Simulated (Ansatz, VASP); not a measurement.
# TaInS3: VASP beside Ansatz

Wanted: the spread between two codes on one cell, functional and k mesh. The cell is generated by rule, not measured, and may not be a known phase. The cell is taken from a series of runs on this material, whose earlier steps may have relaxed, scaled, displaced or heated it; both programs get it as it stands.

Method: plane waves, with VASP 6.6.1 beside it; zone-centre phonons at PBE, in Ansatz 0.2.0.

The structure was built from a prototype and need not be the compound's stable phase.

**1. Starting point**

The structure is cubic, space group Pm-3m (No. 221). The conventional cell has a = 4.858 Å, b = 4.858 Å, c = 4.858 Å, α = 90.00°, β = 90.00°, γ = 90.00°. Nearest to In lie 12 S at 3.43 Å. Nearest to Ta lie 6 S at 2.43 Å. S has 2 Ta at 2.43 Å nearest. Farther neighbours and most contacts between anions are not listed.

Structure file:

```cif
data_structure
_symmetry_space_group_name_H-M 'P 1'
_symmetry_Int_Tables_number 1
_cell_length_a 4.8576
_cell_length_b 4.8576
_cell_length_c 4.8576
_cell_angle_alpha 90.000
_cell_angle_beta 90.000
_cell_angle_gamma 90.000
_cell_volume 114.62
loop_
_atom_site_label
_atom_site_type_symbol
_atom_site_fract_x
_atom_site_fract_y
_atom_site_fract_z
_atom_site_occupancy
In1 In 0.00000 0.00000 0.00000 1
Ta2 Ta 0.50000 0.50000 0.50000 1
S3 S 0.50000 0.50000 0.00000 1
S4 S 0.50000 0.00000 0.50000 1
S5 S 0.00000 0.50000 0.50000 1
```

**2. VASP: zone-centre phonons, PBE**

Second derivatives magnify differences that forces hide, and they need a tight electronic threshold.

Lines of VASP's logs that name or quote its potential files are left out, and so is its time.

File INCAR:

```
SYSTEM = TaInS3
PREC = Accurate
ENCUT = 500
EDIFF = 1E-08
NELM = 120
ISMEAR = 1
SIGMA = 0.2
LREAL = .FALSE.
ALGO = Normal
GGA = PE
NBANDS = 27
LASPH = .TRUE.
LORBIT = 11
LWAVE = .FALSE.
LCHARG = .FALSE.
ISIF = 2
IBRION = 8
GGA_COMPAT = .FALSE.
```

File POSCAR:

```
TaInS3
1.0
    4.8575955774      0.0000000000      0.0000000000
    0.0000000000      4.8575955774      0.0000000000
    0.0000000000      0.0000000000      4.8575955774
In Ta S
1 1 3
Direct
    0.0000000000      0.0000000000      0.0000000000
    0.5000000000      0.5000000000      0.5000000000
    0.5000000000      0.5000000000      0.0000000000
    0.5000000000      0.0000000000      0.5000000000
    0.0000000000      0.5000000000      0.5000000000
```

File KPOINTS:

```
Automatic mesh
0
Gamma
8 8 8
0 0 0
```

The projector-augmented-wave data sets are In_d, Ta_pv and S (PBE family, release 64).

Launch:

```bash
$ export OMP_NUM_THREADS=4
$ mpirun -np 1 vasp_std
```

Numbers of over 12 decimals in the logs are rounded to 6 here.

The program printed:

```text
[banner, memory and clock lines left out]
running    1 mpi-ranks, on    1 nodes
 distrk:  each k-point on    1 cores,    1 groups
 distr:  one band on    1 cores,    1 groups
 Offloading initialized ...    1 GPUs detected
 POSCAR found type information on POSCAR InTaS
 POSCAR found :  3 types and       5 ions
 LDA part: xc-table for (Slater+PW92), standard interpolation
 POSCAR, INCAR and KPOINTS ok, starting setup
 FFT: planning ... GRIDC
 FFT: planning ... GRID_SOFT
 FFT: planning ... GRID
 WAVECAR not read
 entering main loop
       N       E                     dE             d eps       ncg     rms          rms(c)
DAV:   1     0.370702175707E+03    0.37070E+03   -0.19518E+04  1898   0.155E+03
DAV:   2     0.993342746683E+01   -0.36077E+03   -0.35031E+03  2057   0.396E+02
DAV:   3    -0.306626264048E+02   -0.40596E+02   -0.38928E+02  2485   0.127E+02
DAV:   4    -0.326642784289E+02   -0.20017E+01   -0.19933E+01  2392   0.279E+01
DAV:   5    -0.327275722804E+02   -0.63294E-01   -0.63254E-01  2940   0.528E+00    0.184E+01
DAV:   6    -0.297468574747E+02    0.29807E+01   -0.14475E+01  2388   0.197E+01    0.889E+00
DAV:   7    -0.296363672144E+02    0.11049E+00   -0.18467E+00  2446   0.749E+00    0.599E+00
DAV:   8    -0.295869526260E+02    0.49415E-01   -0.41199E-01  2326   0.383E+00    0.778E-01
DAV:   9    -0.295804532991E+02    0.64993E-02   -0.77218E-02  2343   0.168E+00    0.385E-01
DAV:  10    -0.295804492252E+02    0.40739E-05   -0.47001E-03  2557   0.465E-01    0.197E-01
DAV:  11    -0.295806735779E+02   -0.22435E-03   -0.19467E-03  2311   0.217E-01    0.690E-02
DAV:  12    -0.295805344973E+02    0.13908E-03   -0.12211E-03  2100   0.158E-01    0.250E-02
DAV:  13    -0.295805312193E+02    0.32780E-05   -0.42419E-05  2319   0.382E-02    0.183E-02
DAV:  14    -0.295805302521E+02    0.96720E-06   -0.94634E-06  2420   0.160E-02    0.559E-03
DAV:  15    -0.295805294895E+02    0.76262E-06   -0.23281E-06  2350   0.796E-03    0.230E-03
DAV:  16    -0.295805294085E+02    0.80990E-07   -0.49162E-07  2407   0.331E-03    0.157E-03
DAV:  17    -0.295805293991E+02    0.94210E-08   -0.19233E-08  1718   0.108E-03
   1 F= -.29580529E+02 E0= -.29583237E+02  d E =0.812173E-02
 Linear response reoptimize wavefunctions to high precision
DAV:   1    -0.295805293774E+02    0.21711E-07   -0.13103E-08  2070   0.647E-04
DAV:   2    -0.295805293775E+02   -0.81400E-10   -0.81412E-10  1149   0.201E-04
 Linear response DOF=            4
 Linear response progress:
  Degree of freedom:   1/  4
       N       E                     dE             d eps       ncg     rms          rms(c)
RMM:   1    -0.237288092842E+00   -0.23729E+00   -0.21334E-01  5681   0.268E+00
RMM:   2    -0.239705268279E+00   -0.24172E-02   -0.78035E-03  6286   0.490E-01    0.572E-02
RMM:   3    -0.239492325221E+00    0.21294E-03   -0.82334E-04  6839   0.140E-01    0.197E-02
RMM:   4    -0.239348940419E+00    0.14338E-03   -0.77431E-05  7206   0.407E-02    0.123E-02
RMM:   5    -0.239272316129E+00    0.76624E-04   -0.11158E-05  7221   0.161E-02    0.432E-03
RMM:   6    -0.239266097018E+00    0.62191E-05   -0.19631E-06  7438   0.642E-03    0.107E-03
RMM:   7    -0.239275880059E+00   -0.97830E-05   -0.46794E-07  7558   0.287E-03    0.547E-04
RMM:   8    -0.239280655019E+00   -0.47750E-05   -0.15515E-07  7579   0.136E-03    0.136E-04
RMM:   9    -0.239281110780E+00   -0.45576E-06   -0.68369E-08  7951   0.666E-04    0.864E-05
RMM:  10    -0.239281708970E+00   -0.59819E-06   -0.37895E-08  7509   0.364E-04    0.420E-05
RMM:  11    -0.239281442297E+00    0.26667E-06   -0.65591E-08  7926   0.204E-04    0.171E-05
RMM:  12    -0.239281476425E+00   -0.34128E-07   -0.38794E-08  8225   0.135E-04    0.497E-06
RMM:  13    -0.239281461728E+00    0.14697E-07   -0.27171E-08  7682   0.102E-04    0.669E-06
RMM:  14    -0.239281451662E+00    0.10065E-07   -0.25312E-08  7515   0.844E-05    0.779E-06
RMM:  15    -0.239281491881E+00   -0.40218E-07   -0.25961E-08  7523   0.759E-05    0.625E-06
RMM:  16    -0.239281509926E+00   -0.18045E-07   -0.18020E-08  7078   0.702E-05    0.402E-06
RMM:  17    -0.239281537010E+00   -0.27084E-07   -0.18901E-08  7379   0.675E-05    0.330E-06
RMM:  18    -0.239281548223E+00   -0.11213E-07   -0.60514E-09  7112   0.653E-05    0.306E-06
RMM:  19    -0.239281538147E+00    0.10076E-07   -0.24137E-08  6492   0.640E-05    0.369E-06
RMM:  20    -0.239281542884E+00   -0.47368E-08   -0.66503E-09  6226   0.631E-05    0.354E-06
 first order change of Fermi-energy   0.11617E-03
 force on displaced ion       1 direction 1 :  -0.027   0.000   0.000
 Linear response progress:
  Degree of freedom:   2/  4
       N       E                     dE             d eps       ncg     rms          rms(c)
RMM:   1    -0.175483612921E+00   -0.17548E+00    0.11428E+01  4825   0.196E+01
RMM:   2    -0.204236683922E+00   -0.28753E-01   -0.43548E-02  6549   0.120E+00    0.185E-01
RMM:   3    -0.203444767998E+00    0.79192E-03   -0.24554E-03  7639   0.234E-01    0.993E-02
RMM:   4    -0.202692832246E+00    0.75194E-03   -0.96772E-04  7746   0.134E-01    0.254E-02
RMM:   5    -0.202614751909E+00    0.78080E-04   -0.93156E-05  8042   0.470E-02    0.201E-02
RMM:   6    -0.202422408554E+00    0.19234E-03   -0.54649E-05  8104   0.281E-02    0.545E-03
RMM:   7    -0.202442121290E+00   -0.19713E-04   -0.10765E-05  7630   0.117E-02    0.145E-03
RMM:   8    -0.202450704028E+00   -0.85827E-05   -0.32854E-06  8206   0.542E-03    0.644E-04
RMM:   9    -0.202452401751E+00   -0.16977E-05   -0.86188E-07  8393   0.231E-03    0.433E-04
RMM:  10    -0.202454657968E+00   -0.22562E-05   -0.76046E-07  8129   0.123E-03    0.161E-04
RMM:  11    -0.202455237717E+00   -0.57975E-06    0.11944E-07  8401   0.725E-04    0.637E-05
RMM:  12    -0.202455281706E+00   -0.43989E-07   -0.20733E-07  8854   0.457E-04    0.228E-05
RMM:  13    -0.202455348352E+00   -0.66646E-07   -0.63941E-08  8433   0.307E-04    0.153E-05
RMM:  14    -0.202455370012E+00   -0.21661E-07   -0.13291E-07  8600   0.226E-04    0.567E-06
RMM:  15    -0.202455397216E+00   -0.27204E-07   -0.29481E-08  8521   0.169E-04    0.689E-06
RMM:  16    -0.202455459216E+00   -0.62000E-07   -0.12196E-07  8033   0.137E-04    0.266E-06
RMM:  17    -0.202455421624E+00    0.37592E-07   -0.48195E-08  7848   0.113E-04    0.910E-06
RMM:  18    -0.202455407695E+00    0.13929E-07   -0.16009E-07  8186   0.959E-05    0.140E-05
RMM:  19    -0.202455431244E+00   -0.23549E-07   -0.14006E-08  7424   0.840E-05    0.113E-05
RMM:  20    -0.202455433938E+00   -0.26935E-08   -0.16538E-07  7384   0.751E-05    0.120E-05
RMM:  21    -0.202455439297E+00   -0.53600E-08   -0.18503E-08  7289   0.690E-05    0.119E-05
 first order change of Fermi-energy  -0.13345E-02
 force on displaced ion       2 direction 1 :  -0.597  -0.000   0.000
 Linear response progress:
  Degree of freedom:   3/  4
       N       E                     dE             d eps       ncg     rms          rms(c)
RMM:   1    -0.114006694282E+00   -0.11401E+00    0.55851E-04 13964   0.133E+00
RMM:   2    -0.111305715865E+00    0.27010E-02   -0.60712E-03 12383   0.445E-01    0.476E-02
RMM:   3    -0.111613014899E+00   -0.30730E-03   -0.83455E-04 11941   0.144E-01    0.250E-02
RMM:   4    -0.111861598387E+00   -0.24858E-03   -0.13645E-04 12534   0.584E-02    0.170E-02
RMM:   5    -0.111977239369E+00   -0.11564E-03   -0.17250E-05 12541   0.205E-02    0.749E-03
RMM:   6    -0.111988734662E+00   -0.11495E-04   -0.22894E-06 13141   0.690E-03    0.169E-03
RMM:   7    -0.111993397456E+00   -0.46628E-05   -0.29902E-07 12800   0.215E-03    0.428E-04
RMM:   8    -0.111991424553E+00    0.19729E-05    0.71597E-08 13523   0.824E-04    0.123E-04
RMM:   9    -0.111992538849E+00   -0.11143E-05    0.11720E-08 12958   0.352E-04    0.382E-05
RMM:  10    -0.111992626621E+00   -0.87771E-07    0.69495E-08 13953   0.168E-04    0.144E-05
RMM:  11    -0.111992574736E+00    0.51885E-07   -0.21838E-07 13577   0.102E-04    0.469E-06
RMM:  12    -0.111992578965E+00   -0.42290E-08    0.16446E-07 14116   0.775E-05    0.150E-06
RMM:  13    -0.111992592214E+00   -0.13250E-07   -0.22862E-07 13299   0.690E-05    0.178E-06
RMM:  14    -0.111992589443E+00    0.27718E-08    0.19359E-07 11984   0.662E-05    0.112E-06
RMM:  15    -0.111992588146E+00    0.12967E-08   -0.21708E-07 10801   0.652E-05    0.121E-06
RMM:  16    -0.111992588099E+00    0.47130E-10    0.23954E-07 10078   0.650E-05    0.100E-06
RMM:  17    -0.111992587434E+00    0.66476E-09   -0.23143E-07  9745   0.648E-05    0.113E-06
 first order change of Fermi-energy  -0.10488E-03
 force on displaced ion       3 direction 1 :  -1.722   0.000   0.000
 Linear response progress:
  Degree of freedom:   4/  4
       N       E                     dE             d eps       ncg     rms          rms(c)
RMM:   1    -0.120173405477E+00   -0.12017E+00    0.47677E-02  8663   0.161E+00
RMM:   2    -0.120217194184E+00   -0.43789E-04   -0.57535E-03  7290   0.398E-01    0.255E-01
RMM:   3    -0.120602498774E+00   -0.38530E-03   -0.28668E-03  6681   0.255E-01    0.100E-01
RMM:   4    -0.121317424132E+00   -0.71493E-03   -0.89927E-04  7094   0.118E-01    0.349E-02
RMM:   5    -0.121433985592E+00   -0.11656E-03   -0.13102E-04  7104   0.639E-02    0.966E-03
RMM:   6    -0.121478621549E+00   -0.44636E-04   -0.22126E-05  7144   0.225E-02    0.694E-03
RMM:   7    -0.121500955504E+00   -0.22334E-04   -0.61389E-06  7630   0.113E-02    0.128E-03
RMM:   8    -0.121501794409E+00   -0.83890E-06   -0.76507E-07  7579   0.406E-03    0.557E-04
RMM:   9    -0.121503184398E+00   -0.13900E-05   -0.25392E-07  7998   0.164E-03    0.250E-04
RMM:  10    -0.121504769985E+00   -0.15856E-05   -0.37830E-08  7603   0.640E-04    0.112E-04
RMM:  11    -0.121504368864E+00    0.40112E-06   -0.57710E-08  8183   0.284E-04    0.553E-05
RMM:  12    -0.121504458381E+00   -0.89517E-07   -0.62576E-08  7994   0.155E-04    0.172E-05
RMM:  13    -0.121504417955E+00    0.40426E-07    0.28908E-08  8616   0.902E-05    0.491E-06
RMM:  14    -0.121504424401E+00   -0.64461E-08    0.15077E-08  7962   0.695E-05    0.187E-06
 first order change of Fermi-energy   0.66654E-03
 force on displaced ion       3 direction 3 :   0.000  -0.000  -8.390
 Linear response finished
```

(Part 1 of 3 ends here.)

[Lines on the potential files, build, host, timing and source positions are cut from VASP's logs without a mark.]

[Logs are printed without paths, hosts, clocks, repeated set-up lines and the standing remarks that a program may print on its own settings, such as how far it seeks lower states.]

[Hosts, paths, dates, database ids (printed as entryN), source tags and the programs' standing remarks are cut or masked in the printed files.]
